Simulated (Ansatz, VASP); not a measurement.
**NaBeF3: VASP beside Ansatz**

```
CELL_PARAMETERS angstrom
3.56893 0.00000 0.00000
0.00000 3.56893 0.00000
0.00000 0.00000 3.56893
ATOMIC_POSITIONS crystal
Na 0.00000 0.00000 0.00000
Be 0.50000 0.50000 0.50000
F 0.00000 0.50000 0.50000
F 0.50000 0.00000 0.50000
F 0.50000 0.50000 0.00000
```

Change from the starting cell: species swapped into the HoBRh3 type (Pm-3m, No. 221).

Alike in both runs: functional PBE; k mesh 6 × 6 × 6; occupations gaussian, width 0.02 eV; no spin polarisation.

Ansatz relaxed the structure, and its values are those at the end. VASP's run is a single point on that final structure, the one shown.

|  | VASP | Ansatz |
| --- | --- | --- |
| version | VASP 6.6.1 | Ansatz 0.2.0 |
| potentials or method | VASP PAW PBE potentials, release 64 (Na_pv, Be, F) | scalar-relativistic, plane waves, PAW |
| plane-wave cutoff (eV) | 520 | 420 |
| valence electrons in the cell | 30 | 32 |

|  | VASP | Ansatz | Ansatz less VASP |
| --- | --- | --- | --- |
| gap on the k mesh at the Fermi level (eV) | 7.45 | 7.47 | +0.024 |
| least direct gap on the mesh (eV) | 8.10 | 8.12 | +0.021 |
| pressure (GPa) | -0.2 | 0.0 | +0.18 |

The two sets of potentials don't hold the same shells in valence.

A k mesh can miss the band edges.
